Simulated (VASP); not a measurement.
Output of a VASP run:

### OUTCAR
```
 ion  position               nearest neighbor table
   1  0.000  0.000  0.000-   4 1.83   5 1.83   4 1.83   5 1.83   3 1.84   6 1.84
   2  0.500  0.500  0.500-   3 1.83   6 1.83   3 1.83   6 1.83   5 1.84   4 1.84
   3  0.303  0.303  0.000-   2 1.83   2 1.83   1 1.84
   4  0.803  0.197  0.500-   1 1.83   1 1.83   2 1.84
   5  0.197  0.803  0.500-   1 1.83   1 1.83   2 1.84
   6  0.697  0.697  0.000-   2 1.83   2 1.83   1 1.84
  LATTYP: Found a simple tetragonal cell.
 ALAT       =     4.2862636939
 C/A-ratio  =     0.6471176737
 Subroutine PRICEL returns:
 Original cell was already a primitive cell.
 Subroutine GETGRP returns: Found 16 space group operations
The static configuration has the point symmetry D_2h.
 The point group associated with its full space group is D_4h.
The dynamic configuration has the point symmetry D_2h.
The overall configuration has the point symmetry D_2h.
 Subroutine INISYM returns: Found 16 space group operations
 Subroutine IBZKPT returns following result:
 Found     60 irreducible k-points:

 Following reciprocal coordinates:
            Coordinates               Weight
  0.000000  0.000000  0.000000      1.000000
  0.142857  0.000000  0.000000      4.000000
  0.285714  0.000000  0.000000      4.000000
  0.428571  0.000000  0.000000      4.000000
  0.142857  0.142857  0.000000      4.000000
  0.285714  0.142857  0.000000      8.000000
  0.428571  0.142857  0.000000      8.000000
  0.285714  0.285714  0.000000      4.000000
  0.428571  0.285714  0.000000      8.000000
  0.428571  0.428571  0.000000      4.000000
  0.000000  0.000000  0.090909      2.000000
  0.142857  0.000000  0.090909      8.000000
  0.285714  0.000000  0.090909      8.000000
  0.428571  0.000000  0.090909      8.000000
  0.142857  0.142857  0.090909      8.000000
  0.285714  0.142857  0.090909     16.000000
  0.428571  0.142857  0.090909     16.000000
  0.285714  0.285714  0.090909      8.000000
  0.428571  0.285714  0.090909     16.000000
  0.428571  0.428571  0.090909      8.000000
  0.000000  0.000000  0.181818      2.000000
  0.142857  0.000000  0.181818      8.000000
  0.285714  0.000000  0.181818      8.000000
  0.428571  0.000000  0.181818      8.000000
  0.142857  0.142857  0.181818      8.000000
  0.285714  0.142857  0.181818     16.000000
  0.428571  0.142857  0.181818     16.000000
  0.285714  0.285714  0.181818      8.000000
  0.428571  0.285714  0.181818     16.000000
  0.428571  0.428571  0.181818      8.000000
  0.000000  0.000000  0.272727      2.000000
  0.142857  0.000000  0.272727      8.000000
  0.285714  0.000000  0.272727      8.000000
  0.428571  0.000000  0.272727      8.000000
  0.142857  0.142857  0.272727      8.000000
  0.285714  0.142857  0.272727     16.000000
  0.428571  0.142857  0.272727     16.000000
  0.285714  0.285714  0.272727      8.000000
  0.428571  0.285714  0.272727     16.000000
  0.428571  0.428571  0.272727      8.000000
   k-points           NKPTS =     60   k-points in BZ     NKDIM =     60   number of bands    NBANDS=     30
   number of dos      NEDOS =    301   number of ions     NIONS =      6
   total plane-waves  NPLWV =  24576
   dimension x,y,z NGX =    32 NGY =   32 NGZ =   24
   dimension x,y,z NGXF=    64 NGYF=   64 NGZF=   48
   ions per type =               2   4
   PREC   = accura    normal or accurate (medium, high low for compatibility)
   ISTART =      0    job   : 0-new  1-cont  2-samecut
   ICHARG =      2    charge: 1-file 2-atom 10-const
   ISPIN  =      2    spin polarized calculation?
   LNONCOLLINEAR =      F non collinear calculations
   LSORBIT =      F    spin-orbit coupling
   INIWAV =      1    electr: 0-lowe 1-rand  2-diag
   ENCUT  =  520.0 eV  38.22 Ry    6.18 a.u.   7.97  7.97  5.16*2*pi/ulx,y,z
   NELM   =    100;   NELMIN=  2; NELMDL= -5     # of ELM steps
   EDIFF  = 0.1E-06   stopping-criterion for ELM
   LREAL  =      F    real-space projection
...
```

File OSZICAR:
```
...
       N       E                     dE             d eps       ncg     rms          rms(c)
DAV:   1    -0.489236867087E+02    0.39019E-02   -0.69303E+00  7200   0.175E+01    0.119E+00
DAV:   2    -0.489340324103E+02   -0.10346E-01   -0.19114E-01  8266   0.336E+00    0.762E-01
DAV:   3    -0.489310013838E+02    0.30310E-02   -0.80690E-03  8898   0.114E+00    0.445E-01
DAV:   4    -0.489300378126E+02    0.96357E-03   -0.58957E-03  8898   0.868E-01    0.281E-01
DAV:   5    -0.489298529994E+02    0.18481E-03   -0.17291E-03  8246   0.512E-01    0.854E-02
DAV:   6    -0.489298580393E+02   -0.50398E-05   -0.12460E-04  7948   0.106E-01    0.543E-02
DAV:   7    -0.489298509124E+02    0.71269E-05   -0.14122E-05  8296   0.347E-02    0.179E-02
DAV:   8    -0.489298514394E+02   -0.52702E-06   -0.56901E-06  7950   0.157E-02    0.536E-03
DAV:   9    -0.489298514613E+02   -0.21922E-07   -0.22027E-07  5738   0.385E-03
   2 F= -.48929851E+02 E0= -.48929506E+02  d E =-.226284E-02  mag=     0.0000
       N       E                     dE             d eps       ncg     rms          rms(c)
DAV:   1    -0.489332794633E+02   -0.34280E-02   -0.14175E+00  7200   0.794E+00    0.537E-01
DAV:   2    -0.489354906178E+02   -0.22112E-02   -0.39384E-02  8230   0.155E+00    0.354E-01
DAV:   3    -0.489349004981E+02    0.59012E-03   -0.20567E-03  9106   0.613E-01    0.220E-01
DAV:   4    -0.489345943125E+02    0.30619E-03   -0.12967E-03  8594   0.416E-01    0.114E-01
DAV:   5    -0.489345743088E+02    0.20004E-04   -0.31547E-04  7718   0.190E-01    0.385E-02
DAV:   6    -0.489345749738E+02   -0.66500E-06   -0.22683E-05  7696   0.376E-02    0.230E-02
DAV:   7    -0.489345735593E+02    0.14145E-05   -0.37662E-06  8136   0.166E-02    0.690E-03
DAV:   8    -0.489345737672E+02   -0.20796E-06   -0.11316E-06  7248   0.703E-03    0.227E-03
DAV:   9    -0.489345737686E+02   -0.13879E-08   -0.25602E-08  3600   0.160E-03
   3 F= -.48934574E+02 E0= -.48934298E+02  d E =-.698515E-02  mag=    -0.0000
       N       E                     dE             d eps       ncg     rms          rms(c)
DAV:   1    -0.489357090504E+02   -0.11353E-02   -0.52467E-02  7200   0.184E+00    0.253E-01
DAV:   2    -0.489351118411E+02    0.59721E-03   -0.17220E-03  7592   0.495E-01    0.167E-01
DAV:   3    -0.489349803488E+02    0.13149E-03   -0.81876E-04  9330   0.391E-01    0.109E-01
DAV:   4    -0.489348750762E+02    0.10527E-03   -0.29337E-04  9416   0.204E-01    0.444E-02
DAV:   5    -0.489348751915E+02   -0.11531E-06   -0.29388E-05  7578   0.574E-02    0.204E-02
DAV:   6    -0.489348744025E+02    0.78901E-06   -0.39706E-06  9028   0.174E-02    0.963E-03
DAV:   7    -0.489348743963E+02    0.61473E-08   -0.69798E-07  7836   0.847E-03
   4 F= -.48934874E+02 E0= -.48934624E+02  d E =-.300628E-03  mag=     0.0000
       N       E                     dE             d eps       ncg     rms          rms(c)
DAV:   1    -0.489354310312E+02   -0.55663E-03   -0.30679E-02  7200   0.141E+00    0.193E-01
DAV:   2    -0.489350808931E+02    0.35014E-03   -0.10094E-03  7592   0.379E-01    0.127E-01
DAV:   3    -0.489350039133E+02    0.76980E-04   -0.48054E-04  9330   0.300E-01    0.835E-02
DAV:   4    -0.489349422012E+02    0.61712E-04   -0.17163E-04  9424   0.156E-01    0.341E-02
DAV:   5    -0.489349422972E+02   -0.96004E-07   -0.17230E-05  7572   0.438E-02    0.157E-02
DAV:   6    -0.489349418460E+02    0.45126E-06   -0.23453E-06  9022   0.133E-02    0.738E-03
DAV:   7    -0.489349418474E+02   -0.14197E-08   -0.41252E-07  7488   0.654E-03
   5 F= -.48934942E+02 E0= -.48934710E+02  d E =-.368079E-03  mag=     0.0000
```

**OUTCAR**
```
------------------------ aborting loop because EDIFF is reached ----------------------------------------
  FORCE on cell =-STRESS in cart. coord.  units (eV):
  Direction    XX          YY          ZZ          XY          YZ          ZX
  --------------------------------------------------------------------------------------
  Total        5.5504143      5.5504143      5.5541257     -0.0000000      0.0000000      0.0000000
  in kB      174.5082901    174.5082901    174.6249782     -0.0000000      0.0000000      0.0000000
  external PRESSURE =     174.5471861 kB  Pullay stress =       0.0000000 kB
  volume of cell :       50.96
      direct lattice vectors                 reciprocal lattice vectors
     4.286961007  0.000000000  0.000000000     0.233265476 -0.000000000  0.000000000
     0.000000000  4.286961007  0.000000000    -0.000000000  0.233265476  0.000000000
     0.000000000  0.000000000  2.772814724     0.000000000  0.000000000  0.360644363
 POSITION                                       TOTAL-FORCE (eV/Angst)
 -----------------------------------------------------------------------------------
      0.00000      0.00000      0.00000        -0.000000      0.000000      0.000000
      2.14348      2.14348      1.38641        -0.000000      0.000000      0.000000
      1.29316      1.29316      0.00000        -0.000283     -0.000283      0.000000
      3.43664      0.85032      1.38641        -0.000283      0.000283      0.000000
      0.85032      3.43664      1.38641         0.000283     -0.000283      0.000000
      2.99380      2.99380      0.00000         0.000283      0.000283     -0.000000
 -----------------------------------------------------------------------------------
    total drift:                                0.000000      0.000000     -0.000000
  FREE ENERGIE OF THE ION-ELECTRON SYSTEM (eV)
  ---------------------------------------------------
  free  energy   TOTEN  =       -48.9349418474 eV

  energy  without entropy=      -48.9342453596  energy(sigma->0) =      -48.93470968

 total charge

# of ion       s       p       d       tot
------------------------------------------
    1        0.397   6.561   5.061  12.019
    2        0.397   6.561   5.061  12.019
    3        1.570   3.486   0.000   5.055
    4        1.570   3.486   0.000   5.055
    5        1.570   3.486   0.000   5.055
    6        1.570   3.486   0.000   5.055
--------------------------------------------------
tot          7.072  27.064  10.122  44.258

 magnetization (x)

# of ion       s       p       d       tot
------------------------------------------
    1        0.009   0.018   2.252   2.278
    2       -0.009  -0.018  -2.252  -2.278
    3       -0.000  -0.038   0.000  -0.038
    4        0.000   0.038   0.000   0.038
    5        0.000   0.038   0.000   0.038
    6       -0.000  -0.038   0.000  -0.038
--------------------------------------------------
tot          0.000   0.000   0.000   0.000

 reached required accuracy - stopping structural energy minimisation
```
(Selected blocks of OUTCAR.)

POSCAR:
```
MnO2
1
    4.2862636939     0.0000000000     0.0000000000
    0.0000000000     4.2862636939     0.0000000000
    0.0000000000     0.0000000000     2.7737169905
Mn O
2 4
Direct
  0.0000000000   0.0000000000   0.0000000000
  0.5000000000   0.5000000000   0.5000000000
  0.3034291800   0.3034291800   0.0000000000
  0.8034291800   0.1965708200   0.5000000000
  0.1965708200   0.8034291800   0.5000000000
  0.6965708200   0.6965708200   0.0000000000
```

Write an INCAR and KPOINTS that could have produced this output.

Several could match; the one computed here: the input of the run itself, AM05 GGA, plane waves, VASP's PBE PAW potentials (set 64).

### INCAR
```
PREC = Accurate
NELM = 100   ! most electronic steps
ISIF = 4
EDIFF = 1E-7   ! SCF stop (eV)
SIGMA = 0.1   ! width (eV)
IBRION = 2   ! conjugate gradients
LASPH = .TRUE.   ! aspherical one-centre terms
ISPIN = 2   ! spin-polarised
MAGMOM = 2.4 -2.4 -0.0 0.0 0.0 -0.0
LWAVE = .FALSE.
LORBIT = 10
GGA = AM   ! AM05
ISMEAR = 1
LMAXMIX = 4   ! l cut-off of mixed one-centre charges
EDIFFG = -0.01
SYSTEM = MnO2
ALGO = Normal   ! blocked Davidson
ENCUT = 520   ! plane-wave cut-off (eV)
NSW = 30
LCHARG = .FALSE.
LREAL = .FALSE.   ! projection in real space or not
```

File KPOINTS:
```
kpoints
0
Gamma
7 7 11
```

POTCAR, in this order: Mn_pv O (PBE.64 set). Program: vasp_std.

The compound is MnO2 in the rutile structure. This cell is one point of a volume scan, at 0.94 of the reference volume. Symmetry was kept, so distortions that lower it aren't found.
